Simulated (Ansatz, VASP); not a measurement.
# Cross-check of HfO2 between VASP and Ansatz

One calculation is typed for both programs; each brings its own data sets. How far apart do they land? The cell is taken from a series of runs on this material, whose earlier steps may have relaxed, scaled, displaced or heated it; both programs get it as it stands.

Program: Ansatz 0.2.0. Level of theory: plane waves, with VASP 6.6.1 beside it; single point at LDA. Results are calculated unless marked as measured.

**1. Set-up**

Symmetry: Fm-3m, No. 225, cubic system. The conventional cell has a = 5.001 Å, b = 5.001 Å, c = 5.001 Å, α = 90.00°, β = 90.00°, γ = 90.00°. Nearest to Hf lie 8 O at 2.17 Å. Nearest to O lie 4 Hf at 2.17 Å. Farther neighbours and most contacts between anions are not listed.

**2. VASP: single point, LDA**

A single point gives forces, pressure and levels at one fixed geometry, so differences don't come from the geometry; what else differs is listed under the comparison.

Lines of VASP's logs that name or quote its potential files are left out, and so is its time.

File INCAR:

```
SYSTEM = HfO2
PREC = Accurate
ENCUT = 520
EDIFF = 1E-06
NELM = 120
ISMEAR = 0
SIGMA = 0.01
LREAL = .FALSE.
ALGO = Normal
GGA = PW92
NBANDS = 17
LASPH = .TRUE.
LORBIT = 11
LWAVE = .FALSE.
LCHARG = .FALSE.
ISIF = 2
GGA_COMPAT = .FALSE.
EFERMI = MIDGAP
```

File POSCAR:

```
HfO2
1.0
    0.0000000000      2.5005397611      2.5005397611
    2.5005397611      0.0000000000      2.5005397611
    2.5005397611      2.5005397611      0.0000000000
Hf O
1 2
Direct
    0.0000000000      0.0000000000      0.0000000000
    0.7500000000      0.7500000000      0.7500000000
    0.2500000000      0.2500000000      0.2500000000
```

File KPOINTS:

```
Automatic mesh
0
Gamma
6 6 6
0 0 0
```

Potentials, in the order of the species: Hf_pv and O (LDA family, release 64).

The run is started by

```sh
$ mpirun -np 1 vasp_std
```

Numbers of over 12 decimals in the logs are rounded to 6 here.

Output:

```text
[banner, memory and clock lines left out]
running    1 mpi-ranks, on    1 nodes
 distrk:  each k-point on    1 cores,    1 groups
 distr:  one band on    1 cores,    1 groups

 POSCAR found type information on POSCAR HfO
 POSCAR found :  2 types and       3 ions
|                                                                             |
|               ----> ADVICE to this user running VASP <----                  |
|                                                                             |
|     You enforced a specific xc type in the INCAR file but a different       |
|     [... a line on the potential file left out ...]
|     I HOPE YOU KNOW WHAT YOU ARE DOING!                                     |
|                                                                             |

 LDA part: xc-table for (Slater(with rela. corr.)+PW92), standard interpolation
 POSCAR, INCAR and KPOINTS ok, starting setup
 FFT: planning ... GRIDC
 FFT: planning ... GRID_SOFT
 FFT: planning ... GRID
 WAVECAR not read
 entering main loop
       N       E                     dE             d eps       ncg     rms          rms(c)
DAV:   1     0.928444551334E+02    0.92844E+02   -0.12848E+04   544   0.129E+03
DAV:   2    -0.350599420132E+02   -0.12790E+03   -0.12327E+03   719   0.296E+02
DAV:   3    -0.386772320991E+02   -0.36173E+01   -0.36115E+01   618   0.463E+01
DAV:   4    -0.386975220261E+02   -0.20290E-01   -0.20286E-01   739   0.388E+00
DAV:   5    -0.386976395992E+02   -0.11757E-03   -0.11757E-03   620   0.269E-01    0.540E+01
DAV:   6    -0.332939550670E+02    0.54037E+01   -0.22271E+01   567   0.340E+01    0.459E+01
DAV:   7    -0.331458535460E+02    0.14810E+00   -0.71900E-01   626   0.718E+00    0.304E+01
DAV:   8    -0.330970089791E+02    0.48845E-01   -0.21983E-01   556   0.437E+00    0.800E+00
DAV:   9    -0.330818639534E+02    0.15145E-01   -0.43213E-02   570   0.180E+00    0.240E+00
DAV:  10    -0.330815211839E+02    0.34277E-03   -0.23297E-03   668   0.372E-01    0.667E-02
DAV:  11    -0.330815132881E+02    0.78958E-05   -0.12875E-04   647   0.921E-02    0.542E-02
DAV:  12    -0.330815140301E+02   -0.74203E-06   -0.64475E-06   683   0.198E-02
   1 F= -.33081514E+02 E0= -.33081514E+02  d E =0.000000E+00
```

OUTCAR, selected parts (step 2):

```text
ion  position               nearest neighbor table
   1  0.000  0.000  0.000-   2 2.17   2 2.17   2 2.17   3 2.17   3 2.17   3 2.17   3 2.17   2 2.17

  LATTYP: Found a face centered cubic cell.
 ALAT       =     5.0010795222

 Subroutine GETGRP returns: Found 48 space group operations
 (whereof 48 operations were pure point group operations)

The static configuration has the point symmetry O_h .

 Found     16 irreducible k-points:

   k-points           NKPTS =     16   k-points in BZ     NKDIM =     16   number of bands    NBANDS=     17

   dimension x,y,z NGX =    28 NGY =   28 NGZ =   28
   dimension x,y,z NGXF=    56 NGYF=   56 NGZF=   56

   ENCUT  =  520.0 eV  38.22 Ry    6.18 a.u.   6.58  6.58  6.58*2*pi/ulx,y,z

   NELECT =      22.0000    total number of electrons

 k-points in reciprocal lattice and weights: Automatic mesh
   0.00000000  0.00000000  0.00000000       0.005
   0.16666667  0.00000000  0.00000000       0.037
   0.33333333  0.00000000  0.00000000       0.037
   0.50000000  0.00000000  0.00000000       0.019
   0.16666667  0.16666667  0.00000000       0.028
   0.33333333  0.16666667  0.00000000       0.111
   0.50000000  0.16666667  0.00000000       0.111
  -0.33333333  0.16666667  0.00000000       0.111
  -0.16666667  0.16666667  0.00000000       0.056
[...]
-0.33333333  0.33333333  0.16666667       0.111
  -0.33333333  0.50000000  0.16666667       0.056

 average (electrostatic) potential at core
       1 -37.1272       2 -70.3260       3 -70.3260

 E-fermi :   6.2688

 k-point     1 :       0.0000    0.0000    0.0000
  band No.  band energies     occupation
    ...
      7      -1.2482      2.00000
      8      -1.2482      2.00000
      9       3.7840      2.00000
     10       3.7840      2.00000
     11       3.7840      2.00000
     12       8.1939      0.00000
     13       8.1939      0.00000
     14      10.4433      0.00000
     15      15.3048      0.00000
     16      15.3048      0.00000
    ...

 k-point     2 :       0.1667    0.0000    0.0000
  band No.  band energies     occupation
    ...
      7      -0.9739      2.00000
      8      -0.4673      2.00000
      9       3.0314      2.00000
     10       3.2845      2.00000
     11       3.2845      2.00000
     12       8.7068      0.00000
     13       8.7068      0.00000
     14      11.3580      0.00000
     15      14.1604      0.00000
     16      14.8281      0.00000
    ...

 k-point     3 :       0.3333    0.0000    0.0000
  band No.  band energies     occupation
    ...
      7      -0.4247      2.00000
      8       0.9606      2.00000
      9       1.8341      2.00000
     10       2.6684      2.00000
     11       2.6684      2.00000
     12       9.1014      0.00000
     13       9.1014      0.00000
     14      11.4198      0.00000
     15      14.2172      0.00000
     16      14.2669      0.00000
    ...

  Total       -0.6858032     -0.6858032     -0.6858032     -0.0000000      0.0000000      0.0000000
  in kB      -35.1381442    -35.1381442    -35.1381442     -0.0000000      0.0000000      0.0000000
  external PRESSURE =     -35.1381442 kB  Pullay stress =       0.0000000 kB

  energy-cutoff  :      520.00
  volume of cell :       31.27
      direct lattice vectors                 reciprocal lattice vectors
     0.000000000  2.500539761  2.500539761    -0.199956828  0.199956828  0.199956828
     2.500539761  0.000000000  2.500539761     0.199956828 -0.199956828  0.199956828
     2.500539761  2.500539761  0.000000000     0.199956828  0.199956828 -0.199956828

 POSITION                                       TOTAL-FORCE (eV/Angst)
 -----------------------------------------------------------------------------------
      0.00000      0.00000      0.00000        -0.000000     -0.000000     -0.000000
      3.75081      3.75081      3.75081        -0.000000      0.000000     -0.000000
      1.25027      1.25027      1.25027         0.000000      0.000000      0.000000
 -----------------------------------------------------------------------------------
    total drift:                                0.000000      0.000000      0.000000

  FREE ENERGIE OF THE ION-ELECTRON SYSTEM (eV)
  ---------------------------------------------------
  free  energy   TOTEN  =       -33.0815140301 eV

  energy  without entropy=      -33.0815140301  energy(sigma->0) =      -33.08151403

 total charge
# of ion       s       p       d       tot
------------------------------------------
    1        0.308   6.638   1.463   8.409
    2        1.552   3.555   0.000   5.107
    3        1.552   3.555   0.000   5.107
--------------------------------------------------
tot          3.412  13.748   1.463  18.623

[... 3 further parts left out ...]
```

The run ends at a pressure of -3.51 GPa.

**3. Ansatz: single point, LDA**

Ansatz runs on its default PAW (the set named soft_2) files.

The same cell, functional (in two slightly different forms) and mesh now go to Ansatz, which takes its cutoff from its data sets.

File input.yaml:

```yaml
crystal:
  lattice:
    - [0.0, 2.5005397611, 2.5005397611]
    - [2.5005397611, 0.0, 2.5005397611]
    - [2.5005397611, 2.5005397611, 0.0]
  atoms:
    - { symbol: Hf, position: [0.0, 0.0, 0.0] }
    - { symbol: O, position: [0.75, 0.75, 0.75] }
    - { symbol: O, position: [0.25, 0.25, 0.25] }
kpoints:
  mp_grid: { grid: [6, 6, 6] }
scf:
  occupations: { method: fixed }
hamiltonian:
  xc: lda
output:
  forces: false
  stress: false
  efg: { quadrupole_moments_barn: { Hf: 3.365, O: -0.02558 } }
```

The run is started by

```sh
$ ansatz run input.yaml --threads 2 --pin off --max-ram 4096MiB --backend cpu --events-out ev --progress --plain --runs-dir out
```

Output:

```text
Hf: output.efg is read without spin–orbit coupling, which moves field gradients at and beside such atoms by some per cent and up to a factor of two; PAW files take it under magnetization.noncollinear and magnetization.spin_orbit
Engine: ansatz 0.2.0, x86_64-unknown-linux-gnu
Pseudopotentials: kind: paw
Pseudopotential: Hf, paw, valence charge 26, recommended cutoff 420 eV (normal), Hf.paw.azcp
Pseudopotential: O, paw, valence charge 6, recommended cutoff 420 eV (normal), O.paw.azcp
Functional definition: SPW92
  exchange = slater_x
  correlation = pw_c
Crystal: 3 atoms, lattice volume = 31.270 Å³
Basis set: ecut = 420 eV, 609 PW (Γ)
Bands: 23, of which v1, the nominal top of the filled ones, is band 19 counted from 1 (18 counted from 0)
Symmetry: 48 space group operations
Space group: Fm-3m (ITA 225), of the structure as read, at distance tolerance 3.2e-5 Å
k-points: 16 of 216
Non-local potential: Hf, projectors of the file, l = 0: 3, l = 1: 2, l = 2: 2, l = 3: 3
Non-local potential: O, projectors of the file, l = 0: 2, l = 1: 2, l = 2: 1
PAW form: soft (Blöchl's): semilocal exchange-correlation on the pseudo side does not see the compensation charge
PAW frozen core: Hf, regenerated for the run's functional, and the local potential with it (the file was generated under x = pbe(κ = 0.804, μ = 0.219515), c = pbe(β = 0.066725))
PAW frozen core: O, regenerated for the run's functional, and the local potential with it (the file was generated under x = pbe(κ = 0.804, μ = 0.219515), c = pbe(β = 0.066725))
PAW one-centre angular grid: Hf, 590 points (default); XC on 64 Gauss nodes
PAW one-centre angular grid: O, 110 points (default); XC on 64 Gauss nodes
Initial density: superposition of atomic densities (neutral atoms: chi_scale 0, normalization atom), corrected by the library's trained network
Initial wavefunctions: pseudopotential atomic-orbital guess
Functional: x = slater, c = lda
SCF iter   1: F=—  HF=-16593.010045 eV  |F-HF|=—  |Δ(HF+E_count)|=         —  Δρ=1.87e-2  dr2=9.41e-2  ethr=1.77e-3  ⟨swp⟩=4.0  Hψ=1218  notcnv=0  defer=32
preconditioner: auto → none  [insulator: Δε(μ)=3.435 eV  Ē_g=18.278 eV  n_scr=14 (ndim 8)  ℏωp=39.8 eV  f_vac=0.061  ε∞_Penn≈5.8]
SCF iter   2: F=—  HF=-16592.996127 eV  |F-HF|=—  |Δ(HF+E_count)|=   1.39e-2  Δρ=1.26e-2  dr2=3.60e-2  ethr=2.48e-4  ⟨swp⟩=2.0  Hψ=764  notcnv=0  defer=32
SCF iter   3: F=—  HF=-16592.985784 eV  |F-HF|=—  |Δ(HF+E_count)|=   1.03e-2  Δρ=2.38e-3  dr2=6.14e-4  ethr=9.48e-5  ⟨swp⟩=2.0  Hψ=634  notcnv=0  defer=32
SCF iter   4: F=—  HF=-16592.985639 eV  |F-HF|=—  |Δ(HF+E_count)|=   1.45e-4  Δρ=5.09e-4  dr2=2.89e-5  ethr=1.62e-6  ⟨swp⟩=2.6  Hψ=643  notcnv=0  defer=32
SCF iter   5: F=—  HF=-16592.985615 eV  |F-HF|=—  |Δ(HF+E_count)|=   2.40e-5  Δρ=1.04e-4  dr2=1.61e-6  ethr=7.60e-8  ⟨swp⟩=2.2  Hψ=629  notcnv=0
SCF iter   6: F=—  HF=-16592.985615 eV  |F-HF|=—  |Δ(HF+E_count)|=   2.65e-7  Δρ=2.56e-5  dr2=1.84e-7  ethr=4.23e-9  ⟨swp⟩=2.0  Hψ=668  notcnv=0
SCF iter   7: F=-16592.985615 eV  HF=-16592.985615 eV  |F-HF|=3.54e-9  |Δ(HF+E_count)|=   8.94e-8  Δρ=5.09e-6  dr2=5.60e-9  ethr=2.63e-10  ⟨swp⟩=3.1  Hψ=959  notcnv=0
SCF 1 converged in 7 iterations: F = -16592.985615 eV  dr2 = 5.60e-9
  greatest PAW one-centre occupation: 0.999 electrons in one spin orbital (limit 2), on the Hf atom at site 0 (counted from 0), in its partial waves of l = 3
SCF converged after 7 iterations
Free energy (F): -16592.985615 eV
Harris-Foulkes:  -16592.985615 eV  (|F-HF|=3.54e-9)
Internal energy: -16592.985615 eV  (E = F + TS)
E sigma→0 (E₀):  -16592.985615 eV
Fermi energy:    16.514996 eV
--- Per-component energies (eV) ---
  E_band       = 74.073272
  E_kinetic    = 773.145009
  E_local      = -5630.428024  (includes V_loc(G=0)·N_el)
  E_nonlocal   = -1131.319463
  E_hartree    = 2586.832358
  E_xc         = -443.482924
  E_vxc        = -454.350278  (∫ρ·V_xc dr)
  E_paw        = -6979.758955  (= ΣΔE_a)
  E_vpaw       = 1343.351745  (= ΣTr[D̂ρ^β])
  E_aug_tail   = 0.005018  (compensation charges beyond the density's cutoff)
  E_ewald      = -5770.629719
  E_core_change = 2.651086  (= ΣΔE_core)
  E_smearing   = -0.000000  (= −TS)
  E_closure    = 0.000000  (closes the sum)
  Σ components = -16592.985615   (vs F -16592.985615, Δ=0.00e0)
--- PAW observables at the nuclei: V_zz in 10²¹ V/m², potentials from the cell's mean, atoms counted from 1 ---
  atom   1  Hf V_zz =    +0.000000   η = 0.0000   by run symmetry: forbidden   C_q = +0.0000 MHz
            electrostatic potential = -14181.952890 V   contact ρ = none
  atom   2  O  V_zz =    +0.000000   η = 0.0000   by run symmetry: forbidden   C_q = -0.0000 MHz
            electrostatic potential = -632.247367 V   contact ρ = none
  atom   3  O  V_zz =    -0.000000   η = 0.0000   by run symmetry: forbidden   C_q = +0.0000 MHz
            electrostatic potential = -632.247367 V   contact ρ = none
```

**4. Side by side**

Known differences besides the potentials themselves: fixed occupations in Ansatz, narrow Gaussian smearing in VASP; the data sets hold 38 valence electrons in Ansatz (on its default PAW (the set named soft_2) files) and 22 in VASP; the cutoff is 420 eV in Ansatz and 520 eV in VASP; VASP's log shows a relativistic correction to its local exchange, Ansatz's none. Total energies have different zeros and are not compared.

The two programs side by side:

| quantity | Ansatz | VASP | difference |
| --- | --- | --- | --- |
| gap on the k mesh (eV) | 3.661 | 3.705 | -0.044 |

A gap on the mesh is an upper bound, since the band edges may lie between its points; neither run holds spin-orbit coupling, which can move the band edges of a compound of Hf.

**5. What came out**

```
difference in gap on the k mesh (single point, LDA) : -0.044 eV
```

In words: The difference in gap on the k mesh is -0.044 eV (single point, LDA), within the 0.08 eV picked in this series as the mark of a large difference. The data sets hold unlike numbers of valence electrons (38 in Ansatz and 22 in VASP), so part of the differences comes from the potentials. How closely two codes agree says nothing of how well the functional describes the real material.

[Lines on the potential files, build, host, timing and source positions are cut from VASP's logs without a mark.]

[Logs are printed without paths, hosts, clocks, repeated set-up lines and the standing remarks that a program may print on its own settings, such as how far it seeks lower states.]

[Hosts, paths, dates, database ids (printed as entryN), source tags and the programs' standing remarks are cut or masked in the printed files.]
